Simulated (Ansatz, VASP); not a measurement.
**SnO2 (Cassiterite): VASP beside Ansatz**

One calculation is typed for both programs; each brings its own data sets. How far apart do they land? The cell is taken from a series of runs on this material, whose earlier steps may have relaxed, scaled, displaced or heated it; both programs get it as it stands.

Calculated with Ansatz 0.2.0; plane waves, with VASP 6.6.1 beside it; relaxation of cell and atoms at LDA.

### Step 1. The structure

The structure is tetragonal, space group P4_2/mnm (No. 136). The conventional cell has a = 4.720 Å, b = 4.720 Å, c = 3.189 Å, α = 90.00°, β = 90.00°, γ = 90.00°. Nearest to Sn lie 6 O at 2.04 to 2.05 Å. Nearest to O lie 3 Sn at 2.04 to 2.05 Å. Farther neighbours and most contacts between anions are not listed.

### Step 2. VASP: relaxation of cell and atoms, LDA

The relaxed volume is the usual yardstick between codes: in a stiff, nearly cubic crystal its relative difference is about their pressure difference at one cell divided by the bulk modulus.

Lines of VASP's logs that name or quote its potential files are left out, and so is its time.

INCAR reads:

```
SYSTEM = SnO2
PREC = Accurate
ENCUT = 600
EDIFF = 1E-07
NELM = 120
ISMEAR = 0
SIGMA = 0.01
LREAL = .FALSE.
ALGO = Normal
GGA = CA
NBANDS = 32
LORBIT = 11
LWAVE = .FALSE.
LCHARG = .FALSE.
ISIF = 3
IBRION = 2
NSW = 80
EDIFFG = -0.005
LASPH = .TRUE.
GGA_COMPAT = .FALSE.
NELMIN = 4
EFERMI = MIDGAP
KPAR = 2
```

POSCAR reads:

```
SnO2
1.0
    4.7201870000      0.0000000000      0.0000000000
    0.0000000000      4.7201870000      0.0000000000
    0.0000000000      0.0000000000      3.1887660000
Sn O
2 4
Direct
    0.0000000000      0.0000000000      0.0000000000
    0.5000001059      0.5000001059      0.5000000000
    0.3060749500      0.3060749500      0.0000000000
    0.1939251559      0.8060750559      0.5000000000
    0.6939250500      0.6939250500      0.0000000000
    0.8060750559      0.1939251559      0.5000000000
```

KPOINTS reads:

```
Automatic mesh
0
Gamma
6 6 8
0 0 0
```

PAW data sets: Sn_d and O (LDA family, release 64).

Run with:

```bash
$ mpirun -np 2 vasp_std
```

Numbers of over 12 decimals in the logs are rounded to 6 here.

The program printed:

```text
[banner, memory and clock lines left out]
running    2 mpi-ranks, on    1 nodes
 distrk:  each k-point on    1 cores,    2 groups
 distr:  one band on    1 cores,    1 groups

 POSCAR found type information on POSCAR SnO
 POSCAR found :  2 types and       6 ions
 LDA part: xc-table for (Slater(with rela. corr.)+CA(PZ))
 , standard interpolation
 POSCAR, INCAR and KPOINTS ok, starting setup
 FFT: planning ... GRIDC
 FFT: planning ... GRID_SOFT
 FFT: planning ... GRID
 WAVECAR not read
 entering main loop
       N       E                     dE             d eps       ncg     rms          rms(c)
DAV:   1     0.671130818721E+03    0.67113E+03   -0.28638E+04  3552   0.279E+03
DAV:   2     0.581068483064E+02   -0.61302E+03   -0.58738E+03  3504   0.719E+02
DAV:   3    -0.428306862597E+02   -0.10094E+03   -0.99731E+02  3624   0.233E+02
DAV:   4    -0.483000758080E+02   -0.54694E+01   -0.54401E+01  3864   0.590E+01
DAV:   5    -0.484641673117E+02   -0.16409E+00   -0.16400E+00  4016   0.105E+01    0.158E+01
DAV:   6    -0.423513553724E+02    0.61128E+01   -0.22032E+01  5272   0.703E+01    0.619E+00
DAV:   7    -0.423827770041E+02   -0.31422E-01   -0.20542E+00  3640   0.840E+00    0.325E+00
DAV:   8    -0.423055886760E+02    0.77188E-01   -0.28212E-01  5032   0.517E+00    0.734E-01
DAV:   9    -0.422894423461E+02    0.16146E-01   -0.63512E-02  5072   0.378E+00    0.133E-01
DAV:  10    -0.422895817258E+02   -0.13938E-03   -0.43758E-03  4544   0.565E-01    0.459E-02
DAV:  11    -0.422895904439E+02   -0.87181E-05   -0.19909E-04  5072   0.191E-01    0.214E-02
DAV:  12    -0.422895942364E+02   -0.37924E-05   -0.22637E-05  4664   0.444E-02    0.150E-02
DAV:  13    -0.422895901084E+02    0.41280E-05   -0.14676E-05  5112   0.466E-02    0.171E-03
DAV:  14    -0.422895902085E+02   -0.10012E-06   -0.14285E-06  3728   0.903E-03    0.899E-04
DAV:  15    -0.422895902112E+02   -0.26466E-08   -0.50050E-08  2496   0.206E-03
   1 F= -.42289590E+02 E0= -.42289590E+02  d E =-.422896E+02
[...]
2 F= -.42288124E+02 E0= -.42288124E+02  d E =0.146575E-02
[...]
3 F= -.42291041E+02 E0= -.42291041E+02  d E =-.145033E-02
[...]
4 F= -.42291040E+02 E0= -.42291040E+02  d E =-.144959E-02
[...]
5 F= -.42291041E+02 E0= -.42291041E+02  d E =-.168721E-05
 trial-energy change:   -0.000002  1 .order   -0.000002   -0.000015    0.000011
 step:   0.4988(harm=  0.4988)  dis= 0.00013  next Energy=   -42.291044 (dE=-0.413E-05)
 bond charge predicted
       N       E                     dE             d eps       ncg     rms          rms(c)
DAV:   1    -0.422910503736E+02   -0.88631E-05   -0.61274E-04  3840   0.274E-01    0.188E-02
DAV:   2    -0.422910449948E+02    0.53788E-05   -0.24277E-05  4632   0.533E-02    0.716E-03
DAV:   3    -0.422910436542E+02    0.13406E-05   -0.32224E-06  4488   0.354E-02    0.190E-03
DAV:   4    -0.422910435207E+02    0.13350E-06   -0.48744E-07  3640   0.138E-02    0.626E-04
DAV:   5    -0.422910435244E+02   -0.36598E-08   -0.20825E-07  2536   0.362E-03
   6 F= -.42291044E+02 E0= -.42291044E+02  d E =-.372173E-05
 curvature:  -0.25 expect dE=-0.807E-06 dE for cont linesearch -0.294E-07
 trial: gam= 0.11071 g(F)=  0.152E-05 g(S)=  0.171E-05 ort = 0.140E-05 (trialstep = 0.807E+00)
 search vector abs. value=  0.375E-05
 reached required accuracy - stopping structural energy minimisation
```

OUTCAR, selected parts (step 2):

```text
ion  position               nearest neighbor table
   1  0.000  0.000  0.000-   3 2.04   5 2.04   4 2.05   6 2.05   4 2.05   6 2.05   2 3.70   2 3.70
                             2 3.70   2 3.70   2 3.70   2 3.70   2 3.70   2 3.70
   2  0.500  0.500  0.500-   4 2.04   6 2.04   5 2.05   5 2.05   3 2.05   3 2.05   1 3.70   1 3.70
                             1 3.70   1 3.70   1 3.70   1 3.70   1 3.70   1 3.70
   3  0.306  0.306  0.000-   1 2.04   2 2.05   2 2.05
   4  0.194  0.806  0.500-   2 2.04   1 2.05   1 2.05
   5  0.694  0.694  0.000-   1 2.04   2 2.05   2 2.05
   6  0.806  0.194  0.500-   2 2.04   1 2.05   1 2.05

  LATTYP: Found a simple tetragonal cell.
 ALAT       =     4.7201870000
 C/A-ratio  =     0.6755592522

 Subroutine GETGRP returns: Found 16 space group operations
 (whereof  8 operations were pure point group operations)

The static configuration has the point symmetry D_2h.
 The point group associated with its full space group is D_4h.

 Found     50 irreducible k-points:

   k-points           NKPTS =     50   k-points in BZ     NKDIM =     50   number of bands    NBANDS=     32

   dimension x,y,z NGX =    40 NGY =   40 NGZ =   28
   dimension x,y,z NGXF=    80 NGYF=   80 NGZF=   56

   ENCUT  =  600.0 eV  44.10 Ry    6.64 a.u.   9.43  9.43  6.37*2*pi/ulx,y,z

   NELECT =      52.0000    total number of electrons

 k-points in reciprocal lattice and weights: Automatic mesh
   0.00000000  0.00000000  0.00000000       0.003
   0.16666667  0.00000000  0.00000000       0.014
   0.33333333  0.00000000  0.00000000       0.014
   0.50000000  0.00000000  0.00000000       0.007
   0.16666667  0.16666667  0.00000000       0.014
   0.33333333  0.16666667  0.00000000       0.028
   0.50000000  0.16666667  0.00000000       0.014
   0.33333333  0.33333333  0.00000000       0.014
   0.50000000  0.33333333  0.00000000       0.014
[...]
0.50000000  0.33333333  0.50000000       0.014
   0.50000000  0.50000000  0.50000000       0.003

 average (electrostatic) potential at core
       1 -99.1776       2 -99.1776       3 -68.9765       4 -68.9765       5 -68.9765
       6 -68.9765

 E-fermi :   6.4635

 k-point     1 :       0.0000    0.0000    0.0000
  band No.  band energies     occupation
    ...
     22       4.6063      2.00000
     23       4.6063      2.00000
     24       5.0836      2.00000
     25       5.0836      2.00000
     26       5.8885      2.00000
     27       7.0386      0.00000
     28      11.8114      0.00000
     29      11.9400      0.00000
     30      11.9400      0.00000
     31      15.9856      0.00000
    ...

 k-point     2 :       0.1667    0.0000    0.0000
  band No.  band energies     occupation
    ...
     22       4.5286      2.00000
     23       4.6131      2.00000
     24       4.6297      2.00000
     25       5.1037      2.00000
     26       5.7434      2.00000
     27       7.7387      0.00000
     28      11.5951      0.00000
     29      12.0589      0.00000
     30      12.1927      0.00000
     31      16.2722      0.00000
    ...

 k-point     3 :       0.3333    0.0000    0.0000
  band No.  band energies     occupation
    ...
     22       4.2139      2.00000
     23       4.6304      2.00000
     24       4.6525      2.00000
     25       5.1557      2.00000
     26       5.4339      2.00000
     27       8.9885      0.00000
     28      11.1059      0.00000
     29      12.4037      0.00000
     30      12.5615      0.00000
     31      16.6371      0.00000
    ...

  Total        0.0042382      0.0042382      0.0132948      0.0000000      0.0000000      0.0000000
  in kB        0.0950870      0.0950870      0.2982799      0.0000000      0.0000000      0.0000000
  external PRESSURE =       0.1628180 kB  Pullay stress =       0.0000000 kB

  energy-cutoff  :      600.00
  volume of cell :       71.41
      direct lattice vectors                 reciprocal lattice vectors
     4.726991550 -0.000000000  0.000000000     0.211551045  0.000000000  0.000000000
    -0.000000000  4.726991550  0.000000000     0.000000000  0.211551045  0.000000000
     0.000000000  0.000000000  3.195939334     0.000000000  0.000000000  0.312897053

 POSITION                                       TOTAL-FORCE (eV/Angst)
 -----------------------------------------------------------------------------------
      0.00000      0.00000      0.00000         0.000000     -0.000000      0.000000
      2.36350      2.36350      1.59797         0.000000     -0.000000      0.000000
      1.44656      1.44656      0.00000         0.001987      0.001987      0.000000
      0.91693      3.81006      1.59797        -0.001987      0.001987      0.000000
      3.28043      3.28043      0.00000        -0.001987     -0.001987      0.000000
      3.81006      0.91693      1.59797         0.001987     -0.001987      0.000000
 -----------------------------------------------------------------------------------
    total drift:                               -0.001606     -0.001606     -0.000000

  FREE ENERGIE OF THE ION-ELECTRON SYSTEM (eV)
  ---------------------------------------------------
  free  energy   TOTEN  =       -42.2910435244 eV

  energy  without entropy=      -42.2910435244  energy(sigma->0) =      -42.29104352

 reached required accuracy - stopping structural energy minimisation

 total charge
# of ion       s       p       d       tot
------------------------------------------
    1        0.894   1.126  10.390  12.410
    2        0.894   1.126  10.390  12.410
    3        1.546   3.496   0.000   5.042
    4        1.546   3.496   0.000   5.042
    5        1.546   3.496   0.000   5.042
    6        1.546   3.496   0.000   5.042
--------------------------------------------------
tot          7.971  16.236  20.780  44.987

[... 3 further parts left out ...]
```

The run keeps the 16 symmetry operations of its start, so it cannot find a distortion of lower symmetry.

[end of part 1 of 2]

[Lines on the potential files, build, host, timing and source positions are cut from VASP's logs without a mark.]

[Logs are printed without paths, hosts, clocks, repeated set-up lines and the standing remarks that a program may print on its own settings, such as how far it seeks lower states.]

[Hosts, paths, dates, database ids (printed as entryN), source tags and the programs' standing remarks are cut or masked in the printed files.]
